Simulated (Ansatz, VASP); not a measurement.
**Sn7P17O56 (P_Sn) in two plane-wave programs**

Wanted: the spread between two codes on one cell, functional and k mesh. The cell is taken from a series of runs on this material, whose earlier steps may have relaxed, scaled, displaced or heated it; both programs get it as it stands.

Calculated with Ansatz 0.2.0; plane waves, with VASP 6.6.1 beside it; PBEsol.

## (1) The structure

The cell holds 80 atoms: 7 Sn, 17 P and 56 O. Cell: a = 13.590 Å, b = 10.078 Å, c = 10.063 Å, α = 119.1°, β = 111.6°, γ = 89.7°. It derives from SnP2O7 (SnP2O7 (P-1)). Nearest the centre at fractional (0.527, 0.512, 0.772): P8 at 0.25 Å, O47 at 1.72 Å, O76 at 1.81 Å, O80 at 1.90 Å, O61 at 1.95 Å, O53 at 1.99 Å, O34 at 2.06 Å, P20 at 3.12 Å.

As a file:

```xyz
80
Lattice="-4.7941 9.9048 7.9743 5.1341 -3.7416 7.8233 5.0685 3.7042 -7.8652" Properties=species:S:1:pos:R:3 pbc="T T T"
Sn    1.4213    3.7767    5.7277
Sn    6.4644    3.7439    5.6944
Sn    1.5398   10.5262    5.8959
Sn    1.5573    6.8103   13.7486
Sn    3.8266    2.9574   -5.7699
Sn    3.8711   -0.6064    2.1357
Sn   -1.0677    6.1980    2.1506
P     4.0200    6.1714    1.8896
P     1.2939    1.2562    1.2990
P     6.4486    1.2327    1.3038
P     1.5793    8.0178    1.3193
P     1.4104    4.2975    9.1482
P     1.5388    4.0338    2.4495
P     6.5864    4.0404    2.4011
P     1.6845   10.7672    2.6160
P     1.6015    7.0502   10.4583
P     3.7406    2.7773   -2.4494
P     3.7566   -0.9102    5.4327
P    -1.2138    5.9106    5.4232
P     3.9103    5.8940    5.2461
P     3.9559    5.5500   -1.2384
P     3.9693    1.8453    6.5693
P    -1.0066    8.6177    6.7115
P     4.0869    8.5686    6.6437
O     1.0152    3.4467    3.7696
O     6.0622    3.4675    3.7206
O     1.1201   10.2132    3.9210
O     1.1031    6.5018   11.7914
O     5.4077    5.8230   -1.5857
O     5.4283    2.0603    6.1615
O     0.4587    8.8644    6.3531
O     5.5620    8.8573    6.3643
O     0.6062    5.0948    1.8673
O     5.6907    5.0491    1.6998
O     0.7120   11.7059    1.9102
O     0.7654    8.1810    9.8852
O     1.4115    2.8348    1.3901
O     6.7002    2.8002    1.3938
O     1.9272    9.5397    1.6126
O     1.3821    5.8676    9.3998
O     1.7177    0.9767   -0.1287
O     6.7888    0.9201   -0.1366
O     1.7805    7.8497   -0.1615
O     1.7925    4.1707    7.6961
O     2.2548    0.6149    2.3046
O     7.3889    0.5096    2.2733
O     2.6291    7.1717    2.1177
O     2.4159    3.6831   10.1101
O     2.2852    2.3277   -2.5469
O     7.3729    2.3251   -2.5233
O     2.4025    9.1554   -2.5616
O     2.4422    5.4371    5.1804
O     2.9916    4.4774    2.4517
O     2.9709    0.8126   10.4177
O    -1.9833    7.6418   10.6427
O     3.0875    7.4177   10.4843
O     2.9645    6.2429   -2.1561
O     2.9930    2.4937    5.5895
O    -1.9564    9.3240    5.7438
O     3.1660    9.3280    5.6854
O     3.6319    5.8278    0.2597
O     3.6613    2.2216    8.0032
O    -1.3482    8.8459    8.1692
O     3.6867    8.7405    8.0985
O     3.7425    3.9828   -1.3789
O     3.7456    0.2667    6.5180
O    -1.2186    7.0420    6.5432
O     3.8889    7.0196    6.3965
O     4.6404    1.7359   -1.8008
O     4.6721   -1.9620    6.0442
O    -0.3126    4.8243    5.9912
O     4.7621    4.8034    5.9116
O    -0.1618    0.9134    1.6114
O     4.9758    1.0302    1.6724
O     0.1618    7.8085    1.8313
O     5.0014    7.5608    1.5548
O     4.2703    3.2980   -3.7860
O     4.2737   -0.3181    4.1232
O    -0.6975    6.5333    4.1278
O     4.4420    6.4799    3.9585
```

## (2) Ansatz: single point, PBEsol

Ansatz runs on its default PAW (the set named soft_2) files.

A single point takes one fixed geometry, so differences don't come from the geometry; what else differs is listed under the comparison.

Contents of input.yaml:

```yaml
crystal:
  checkpoint: "../q0_M1.relax.run"
  host: checkpoint
basis:
  ecutwfc: 420
  xc_grid: 2
hamiltonian:
  xc: pbesol
kpoints:
  mp_grid: { grid: [2, 2, 2], shift: [0.5, 0.5, 0.5] }
magnetization:
  spin_polarized: true
  initial_magnetization: 1
  spin_locking: { lock_magnetization: hard }
scf:
  occupations: { method: fermi_dirac, width: 0.01 }
  max_iter: 60
output:
  forces: true
  eigenvalues: true
  charged_corrections:
    epsilon: [2.8, 2.77, 2.75]
    static_epsilon: [[6.3, 0.2, -0.02], [0.2, 6.28, -0.03], [-0.02, -0.03, 6.1]]
    defect_position: [0.526739, 0.512292, 0.771622]
  eigenstates: { localisation: true }
  populations: true
  efg: {}
  band_densities: [{ bands: [v1, v1] }, { bands: [c1, c1] }]
  write_density: true
  write_potential: true
  volumetric_format: npy
checkpoint:
  read: "../q0_M1.relax.run"
  write: "../q0_M1.point.run"
  compress: false
  write_wavefunctions: false
  write_every: 100000
```

Launch:

```sh
> ansatz run input.yaml --threads 4 --pin off --max-ram 7536MiB --backend cpu --events-out ev --progress --plain --runs-dir out
```

Numbers of over 12 decimals in the logs are rounded to 6 here.

Log:

```text
crystal.checkpoint: the structure is that of <dir>, a `relax` run, at its step 9: its result, under pbesol at a charge of 0 e; 80 atoms read, 0 with a starting moment; crystal.structure_sha256 for this input is
Sn: output.efg is read without spin–orbit coupling, which moves field gradients at and beside such atoms by some per cent and up to a factor of two; PAW files take it under magnetization.noncollinear and magnetization.spin_orbit
Engine: ansatz 0.2.0, x86_64-unknown-linux-gnu
Pseudopotentials: kind: paw
Pseudopotential: Sn, paw, valence charge 14, recommended cutoff 420 eV (normal), Sn.paw.azcp
Pseudopotential: P, paw, valence charge 5, recommended cutoff 420 eV (normal), P.paw.azcp
Pseudopotential: O, paw, valence charge 6, recommended cutoff 420 eV (normal), O.paw.azcp
Functional definition: PBEsol
  exchange = pbesol_x
  correlation = pbesol_c
Crystal: 80 atoms, lattice volume = 1093.435 Å³
Basis set: ecut = 420 eV, 21345 PW (Γ), exchange–correlation on 192×144×144 points (8 copies of the dense FFT grid, shifted against one another)
Bands: 340, of which v1, the nominal top of the filled ones, is band 260 counted from 1 (259 counted from 0)
Symmetry: 1 space group operations
Space group: P1 (ITA 1), of the structure as read, at distance tolerance 1.0e-4 Å
Magnetic group: BNS 1.1 (UNI 1), of the structure as read, at distance tolerance 1.0e-4 Å
k-points: 4 of 8 (time reversal used)
Non-local potential: Sn, projectors of the file, l = 0: 2, l = 1: 2, l = 2: 2, l = 3: 2
Non-local potential: P, projectors of the file, l = 0: 2, l = 1: 2, l = 2: 2
Non-local potential: O, projectors of the file, l = 0: 2, l = 1: 2, l = 2: 1
PAW form: soft (Blöchl's): semilocal exchange-correlation on the pseudo side does not see the compensation charge
PAW frozen core: Sn, regenerated for the run's functional, and the local potential with it (the file was generated under x = pbe(κ = 0.804, μ = 0.219515), c = pbe(β = 0.066725))
PAW frozen core: P, regenerated for the run's functional, and the local potential with it (the file was generated under x = pbe(κ = 0.804, μ = 0.219515), c = pbe(β = 0.066725))
PAW frozen core: O, regenerated for the run's functional, and the local potential with it (the file was generated under x = pbe(κ = 0.804, μ = 0.219515), c = pbe(β = 0.066725))
PAW one-centre angular grid: Sn, 590 points (default); XC on 64 Gauss nodes
PAW one-centre angular grid: P, 110 points (default); XC on 64 Gauss nodes
PAW one-centre angular grid: O, 110 points (default); XC on 64 Gauss nodes
Initial density: read from a saved state, or passed on in memory by an earlier SCF of this step, an earlier step, the calling program or the single point that the run made first
Stability of the state it starts from, as read at its close in the collinear treatment: not read negative (Ritz values of 1 − χ₀K, real part plus size of imaginary part, from 1.1 to 1.2, by its mixing steps under no symmetry); read among states of the locked total moment alone; its run was given moments
Starting moments: Σ|m| = 1 μB on 80 of 80 sites; this step starts from the density that it was given
Initial wavefunctions: pseudopotential atomic-orbital guess — the wavefunctions supplied were not used: k-point sampling differs
Functional: x = pbesol(κ = 0.804, μ = 0.123457), c = pbesol(β = 0.046)
iter 1 solved again at ethr=2.18e-7 eV; its pass at ethr=3.10e-3 eV (dr2=1.13e-3 eV) is discarded
SCF iter   1: F=—  HF=-85659.192521 eV  |F-HF|=—  |Δ(HF+E_count)|=         —  Δρ=1.10e-4 (↑1.10e-4 ↓1.03e-4)  dr2=2.21e-4  dr2_m=1.60e-5  M=1.000 μB ∫|m|=1.048 μB  β_m=0.30  ethr=2.18e-7  ⟨swp⟩=8.2  Hψ=25243  notcnv=0
preconditioner: auto → Resta (q_TF=auto, 2.410 Å⁻¹)  ε∞=3.0  [insulator: Δε(μ)=1.770 eV  Ē_g=17.948 eV  σ=0.010 eV  W_gap=1.00  n_scr=266 (ndim 8)  ℏωp=25.6 eV  f_vac=0.206  D(μ)=0.00/eV (n_scr^D=0)  ε∞_Penn≈3.0]
spin=Collinear: Resta preconditioning applied to the charge; magnetization (m = ρ↑ − ρ↓) channel mixes plain (no charge-response kernel on spin).
SCF iter   2: F=—  HF=-85659.192487 eV  |F-HF|=—  |Δ(HF+E_count)|=   3.35e-5  Δρ=7.09e-5 (↑7.09e-5 ↓6.69e-5)  dr2=7.29e-5  dr2_m=8.89e-6  M=1.000 μB ∫|m|=1.048 μB  β_m=0.49  ethr=4.26e-8  ⟨swp⟩=2.1  Hψ=3632  notcnv=0
SCF iter   3: F=—  HF=-85659.192758 eV  |F-HF|=—  |Δ(HF+E_count)|=   2.71e-4  Δρ=2.04e-5 (↑2.04e-5 ↓1.89e-5)  dr2=6.59e-6  dr2_m=1.22e-6  M=1.000 μB ∫|m|=1.048 μB  β_m=0.56  ethr=1.40e-8  ⟨swp⟩=2.1  Hψ=4536  notcnv=0
SCF iter   4: F=—  HF=-85659.192760 eV  |F-HF|=—  |Δ(HF+E_count)|=   1.41e-6  Δρ=5.13e-6 (↑4.29e-6 ↓5.13e-6)  dr2=8.05e-7  dr2_m=7.79e-8  M=1.000 μB ∫|m|=1.048 μB  β_m=0.65  ethr=1.27e-9  ⟨swp⟩=2.4  Hψ=4547  notcnv=0
[...]
k-point 3 ↓: bands = [... 256 lower, 2.8280, 2.9119, 3.0101, 6.1113, 7.4241, 7.6606, 7.7910, 7.8579, ... 76 higher]
--- Löwdin populations: 80 sites ---
  site symbol       q [e]    m [muB]
     0     Sn     12.1650    -0.0000
     1     Sn     12.1612     0.0000
     2     Sn     12.1662     0.0001
     3     Sn     12.1654     0.0000
     4     Sn     12.1730     0.0008
     5     Sn     12.1641     0.0001
     6     Sn     12.1618     0.0000
     7      P      3.3199     0.4545
     8      P      2.7912     0.0003
     9      P      2.7926     0.0008
    10      P      2.7905     0.0102
    11      P      2.7865     0.0070
    12      P      2.8144     0.0107
    13      P      2.8078     0.0099
    14      P      2.7964     0.0003
    15      P      2.7958     0.0006
    16      P      2.7997     0.0002
    17      P      2.7985     0.0000
    18      P      2.7947     0.0000
    19      P      2.8167     0.0102
    20      P      2.7886     0.0077
    21      P      2.7936     0.0000
    22      P      2.7954     0.0000
    23      P      2.7904    -0.0000
[...]
72      O      6.7645     0.0003
    73      O      6.7617     0.0001
    74      O      6.7565     0.0062
    75      O      6.6992     0.0443
    76      O      6.7618     0.0002
    77      O      6.7660     0.0000
    78      O      6.7624     0.0000
    79      O      6.7415     0.0931
  spilling = 0.014167 (of n_electrons = 519.000000)
--- Band densities, each state counted as filled ---
  window                                       electrons  max residual (eV)  cut levels
  bands: [v1, v1]                    1.000000 + 1.000000             2.3e-4           0
  bands: [c1, c1]                    1.000000 + 1.000000             4.9e-4           0
```

## (3) VASP: single point, PBEsol

The same cell, functional, mesh and smearing now go to VASP, with its own data sets.

Lines of VASP's logs that name or quote its potential files are left out, and so is its time.

Contents of INCAR:

```
SYSTEM = Sn7P17O56
PREC = Accurate
ENCUT = 520
EDIFF = 1E-06
NELM = 200
ISMEAR = -1
SIGMA = 0.01
LREAL = Auto
ALGO = Normal
GGA = PS
NBANDS = 320
ISPIN = 2
MAGMOM = -0 0 0 -0 0 0 -0 0.2 0 0 0 0 0.01 0 0 0 0 0 -0 0 0 -0 0 0 0.01 0 -0 0 0 0 0 -0 0 0.08 0 0 0 0 0 0 0 0 -0 0 -0 0 0.04 -0 0 0 0 0 0.08 0.01 0 0 0.01 0 0 -0 0.03 0 0 0 0 0 0 0.01 0 -0 0 0 0 0 0 0.04 0 0 0 0.08
LORBIT = 11
LWAVE = .FALSE.
LCHARG = .FALSE.
ISIF = 2
ISYM = 0
NUPDOWN = 1
LASPH = .TRUE.
GGA_COMPAT = .FALSE.
KPAR = 4
```

Contents of POSCAR:

```
Sn7P17O56
1.0
   -4.7940559592      9.9047918260      7.9743432417
    5.1340544012     -3.7416265943      7.8233299189
    5.0685115527      3.7041807868     -7.8651871090
Sn P O
7 17 56
Direct
    0.4759734318      0.4862847698      0.2380419504
    0.4744894189      0.9798303821      0.7316950283
    0.9758910403      0.4916384286      0.7288422667
    0.9766871046      0.9906444771      0.2275874499
    0.0176125444      0.0100548133      0.7614548804
    0.0313925668      0.5146234779      0.2721689232
    0.5279213349      0.0133855774      0.2751250393
    0.5190038731      0.4971494648      0.7804600560
    0.1376012279      0.2047618481      0.1780268543
    0.1381662711      0.7116161187      0.6821485816
    0.6333273149      0.2172890026      0.6905154941
    0.6329089640      0.6965252804      0.1713801800
    0.3809742981      0.2934442610      0.3667030441
    0.3818475525      0.7863989940      0.8640806767
    0.8796595350      0.3014124128      0.8590657723
    0.8799718500      0.7898951648      0.3481855391
    0.1197332498      0.2084246111      0.6401382537
    0.1236329975      0.7090406107      0.1398946328
    0.6205064748      0.2031432391      0.1416588197
    0.6152438502      0.6956697200      0.6487489390
    0.3648383893      0.2979763691      0.8237467712
    0.3648918482      0.7937523127      0.3242409120
    0.8634783541      0.2968597519      0.3174304204
    0.8596252714      0.7932595876      0.8158990790
    0.3836400480      0.3255007508      0.2334553793
    0.3855359648      0.8183168815      0.7318031624
    0.8842049905      0.3284352887      0.7246391003
    0.8859358297      0.8251346449      0.2197883146
    0.3733547200      0.4183650049      0.9962803614
    0.3670646579      0.9112373390      0.4951561191
    0.8696931959      0.4179530159      0.4897409971
    0.8716626377      0.9201224748      0.9898100209
    0.4380251944      0.1629873409      0.3688082703
    0.4309456043      0.6522963012      0.8696406690
    0.9234440312      0.1596484107      0.8521955150
    0.9424882815      0.6693143975      0.3644867980
    0.2563594464      0.2180679184      0.3000820411
    0.2561303444      0.7380502292      0.8165988331
    0.7550584889      0.2659382223      0.8250328895
    0.7565551417      0.7054782974      0.2736625410
    0.0677253668      0.1583559752      0.2425450340
    0.0653932475      0.6563007877      0.7364732705
    0.5696751920      0.1454464596      0.7427891433
    0.5733379601      0.6441272362      0.2434971512
    0.1259893591      0.3632661573      0.1960623671
    0.1193040254      0.8660585336      0.6933811509
    0.5995670975      0.3721670808      0.7088277673
    0.6217609335      0.8566278510      0.1970353470
    0.0828436222      0.0604686428      0.4679601948
    0.0855634091      0.5618666730      0.9664413493
    0.5821291419      0.0541478942      0.9697616926
    0.5789156777      0.5484612066      0.4738492792
    0.4141130720      0.4352333781      0.5410564725
    0.4225731988      0.9374001915      0.0363168934
    0.9282066388      0.4476426921      0.0332087840
    0.9083855144      0.9366126636      0.5196223302
    0.3832673913      0.1418003527      0.8037701065
    0.3779114003      0.6353145009      0.3044266622
    0.8811752184      0.1416390958      0.3040068346
    0.8815458246      0.6413163570      0.8088327271
    0.4370754071      0.3585562750      0.7667712921
    0.4421153644      0.8516746964      0.2778439518
    0.9306786153      0.3533317183      0.2563912409
    0.9225754989      0.8439252068      0.7451553654
    0.2451608000      0.2721632622      0.6945948053
    0.2474759115      0.7724994493      0.1905811639
    0.7422217914      0.2694814580      0.1886456466
    0.7375846288      0.7622771639      0.6927777892
    0.0664143741      0.3397357143      0.6342194676
    0.0682698842      0.8396154370      0.1358924088
    0.5610965423      0.3296957904      0.1350868969
    0.5588845739      0.8234355143      0.6340775331
    0.1227643528      0.0819871403      0.0011388691
    0.1355424024      0.5903137181      0.5119656901
    0.6352121470      0.1103536555      0.5209608551
    0.6094714027      0.5693272959      0.9865397589
    0.1116400637      0.1761072560      0.7697178351
    0.1216975758      0.6769902760      0.2725405050
    0.6212921447      0.1718097497      0.2759946967
    0.6136227055      0.6664393999      0.7817383642
```

Contents of KPOINTS:

```
Points of the shifted mesh
8
Reciprocal
 0.2500000000  0.2500000000  0.2500000000 1
 0.2500000000  0.2500000000  0.7500000000 1
 0.2500000000  0.7500000000  0.2500000000 1
 0.2500000000  0.7500000000  0.7500000000 1
 0.7500000000  0.2500000000  0.2500000000 1
 0.7500000000  0.2500000000  0.7500000000 1
 0.7500000000  0.7500000000  0.2500000000 1
 0.7500000000  0.7500000000  0.7500000000 1
```

Potentials, in the order of the species: Sn_d, P and O (PBE family, release 64).

Launch:

```sh
> mpirun -np 8 vasp_std
```

Log:

```text
[banner, memory and clock lines left out]
running    8 mpi-ranks, on    1 nodes
[...]
|                                                                             |
|           W    W    AA    RRRRR   N    N  II  N    N   GGGG   !!!           |
|           W    W   A  A   R    R  NN   N  II  NN   N  G    G  !!!           |
|           W    W  A    A  R    R  N N  N  II  N N  N  G       !!!           |
|           W WW W  AAAAAA  RRRRR   N  N N  II  N  N N  G  GGG   !            |
|           WW  WW  A    A  R   R   N   NN  II  N   NN  G    G                |
|           W    W  A    A  R    R  N    N  II  N    N   GGGG   !!!           |
|                                                                             |
|     For optimal performance we recommend to set                             |
|       NCORE = 2 up to number-of-cores-per-socket                            |
|     NCORE specifies how many cores store one orbital (NPAR=cpu/NCORE).      |
|     This setting can greatly improve the performance of VASP for DFT.       |
[...]
|                                                                             |
|     You enforced a specific xc type in the INCAR file but a different       |
|     [... a line on the potential file left out ...]
|     I HOPE YOU KNOW WHAT YOU ARE DOING!                                     |
|                                                                             |

 LDA part: xc-table for (Slater+PW92), standard interpolation
 POSCAR, INCAR and KPOINTS ok, starting setup
[...]
entering main loop
       N       E                     dE             d eps       ncg     rms          rms(c)
DAV:   1     0.733697327908E+04    0.73370E+04   -0.22812E+05 10256   0.183E+03
DAV:   2     0.564833000762E+03   -0.67721E+04   -0.64246E+04 11392   0.499E+02
DAV:   3    -0.574367584496E+03   -0.11392E+04   -0.11108E+04 11384   0.226E+02
DAV:   4    -0.653760036969E+03   -0.79392E+02   -0.78274E+02 12832   0.640E+01
[...]
DAV:  17    -0.584584985619E+03   -0.54259E-05   -0.72849E-06 10592   0.902E-03    0.537E-03
DAV:  18    -0.584584987178E+03   -0.15582E-05   -0.31258E-06  8816   0.661E-03    0.253E-03
DAV:  19    -0.584584987309E+03   -0.13129E-06   -0.15738E-06  8176   0.381E-03
   1 F= -.58458499E+03 E0= -.58458499E+03  d E =-.183091E-13  mag=     1.0000
```

From OUTCAR (step 3):

```text
  FREE ENERGIE OF THE ION-ELECTRON SYSTEM (eV)
  ---------------------------------------------------
  free  energy   TOTEN  =      -584.5849873090 eV

  energy  without entropy=     -584.5849873090  energy(sigma->0) =     -584.58498731

 magnetization (x)
# of ion       s       p       d       tot
------------------------------------------
    1       -0.000  -0.000   0.000  -0.000
    2        0.000  -0.000   0.000  -0.000
    3        0.000   0.000   0.000   0.000
    4       -0.000  -0.000   0.000  -0.000
    5        0.001   0.000   0.000   0.001
    6        0.000   0.000   0.000   0.000
    7       -0.000  -0.000  -0.000  -0.000
    8        0.260   0.076   0.000   0.336
    9        0.000   0.000   0.000   0.000
   10        0.000   0.001   0.000   0.001
   11        0.004   0.006   0.000   0.010
   12        0.002   0.004   0.000   0.006
   13        0.004   0.008   0.000   0.012
[...]
--------------------------------------------------
tot          0.355   0.478   0.000   0.833
```

The run ends at a pressure of -0.85 GPa, with forces up to 0.10 eV/Å.

## (4) Side by side

Known differences besides the potentials themselves: VASP starts from the moments at which Ansatz ended; the cutoff is 420 eV in Ansatz and 520 eV in VASP (PREC = Accurate, projectors in real space); Ansatz makes its cores anew for this functional, VASP keeps those of its PBE data sets; site moments are counted in spheres of each program's own size. Total energies have different zeros and are not compared.

Both answers:

```csv
quantity,Ansatz,VASP,difference
"total moment, fixed by the input (μB)",1.00,1.00,0.00
moment on P8 (μB),0.20,0.34,-0.14
moment on O80 (μB),0.08,0.09,-0.01
moment on O53 (μB),0.08,0.08,-0.01
moment on O34 (μB),0.08,0.08,-0.01
```

Forces on 7 of the 80 atoms, those with the largest forces and the largest differences (eV/Å; atoms numbered as in POSCAR):

```csv
atom,"Ansatz x, y, z","VASP x, y, z"
P12,"-0.013, -0.008, 0.004","-0.045, 0.049, -0.019"
P13,"0.001, -0.004, 0.002","-0.048, -0.034, -0.059"
P14,"0.008, -0.001, 0.002","0.034, -0.053, -0.033"
P15,"0.008, 0.003, 0.000","0.033, -0.037, -0.054"
P16,"0.006, 0.007, -0.002","-0.019, -0.025, -0.064"
P17,"-0.002, 0.001, -0.002","-0.004, 0.033, 0.062"
P20,"-0.009, -0.007, 0.008","-0.031, -0.002, 0.096"
```

The forces differ by 25 meV/Å r.m.s., where the r.m.s. force is 0.008 eV/Å in Ansatz and 0.026 eV/Å in VASP: the atoms lie near their places of rest in Ansatz, so a percentage would say little (all taken over all components).

## (5) Results

| Quantity | Value |
| --- | --- |
| r.m.s. force difference (single point, PBEsol) | 25 meV/Å |

The r.m.s. force difference is 25 meV/Å (single point, PBEsol), beyond the 12 meV/Å picked in this series as the mark of a large difference. What causes the difference of the single point, PBEsol pair stays open here. Such differences can come from data sets, numerical settings and the points named under the comparisons, not from the functional's error against experiment.

[Lines on the potential files, build, host, timing and source positions are cut from VASP's logs without a mark.]

[Logs are printed without paths, hosts, clocks, repeated set-up lines and the standing remarks that a program may print on its own settings, such as how far it seeks lower states.]

[Hosts, paths, dates, database ids (printed as entryN), source tags and the programs' standing remarks are cut or masked in the printed files.]
